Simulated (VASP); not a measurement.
Set up this calculation in VASP 6.6.1, as the native input.

```
Task                   : single point
Functional             : PBE
Potentials or basis    : VASP PAW PBE potentials, release 64 (O, H, S)
Cutoff                 : 520 eV
k mesh                 : 1 × 1 × 1
Occupations            : fermi-dirac, width 0.002 eV
Spin                   : no spin polarisation
Dipole correction      : no
Further INCAR settings : LREAL = Auto; ALGO = Normal; EDIFF = 1e-07; NBANDS = 44
```

The structure of H14SO6 lies in POSCAR:

```
H14SO6
1.0
    6.0000000000      0.0000000000      0.0000000000
    0.0000000000      6.0000000000      0.0000000000
    0.0000000000      0.0000000000      6.0000000000
O H S
6 14 1
Direct
    0.7230000000      0.8593166667      0.8898500000
    0.3738666667      1.1182500000      0.7396000000
    0.9267500000      0.2271833333      0.5486666667
    0.1431000000      0.7521333333     -0.2631666667
    0.2227666667      0.4165666667      0.0730333333
    0.6776500000      0.2003166667      0.1535666667
    0.6167000000      0.9228000000      0.7663666667
    0.7580333333      1.0014833333      0.9688833333
    0.2848333333      1.1998500000      0.6342166667
    0.2726333333      0.9847666667      0.7598166667
    0.9827166667      0.1001833333      0.6355333333
    0.8516166667      0.3226833333      0.6624833333
    0.1838833333      0.5987833333     -0.2005000000
   -0.0262166667      0.7583166667     -0.2335833333
    0.3236833333      0.4965500000      0.1616333333
    0.2757333333      0.2679833333      0.0368833333
    0.5800666667      0.1752166667      0.2735833333
    0.8070833333      0.1992166667      0.2481166667
    0.3754500000      0.6845000000      0.4616500000
    0.5493166667      0.6750666667      0.1892833333
    0.6039333333      0.6665333333      0.4069500000
```

The cell was built by a generator and needn't be a form met in nature.

One way to write it, as run:

INCAR

```
SYSTEM = H14SO6
  PREC = Accurate
  ENCUT = 520
  EDIFF = 1E-7
  ISMEAR = -1
  SIGMA = 0.002
  LREAL = Auto
  LASPH = .TRUE.
  NELM = 60
  ALGO = Normal
  ISIF = 2
  LWAVE = .FALSE.
  LCHARG = .FALSE.
  GGA = PE
  NBANDS = 44
```

KPOINTS

```
regular mesh
0
G
  1 1 1
  0 0 0
```

Potentials or basis: VASP PAW PBE potentials, release 64 (O, H, S).

Command:

```bash
$ cat potpaw_PBE.64/O/POTCAR potpaw_PBE.64/H/POTCAR potpaw_PBE.64/S/POTCAR > POTCAR
$ mpirun -np 1 vasp_gam > vasp.out
```

Results of the run:

```
Pressure               : 1.2 GPa
Largest force          : 2.688 eV/Å
Band gap on the k mesh : 3.57 eV, direct
```

Wall time 31 s on 1 thread of Intel(R) Xeon(R) Platinum 8488C (Sapphire Rapids) (shared host), peak memory 0.3 GiB.
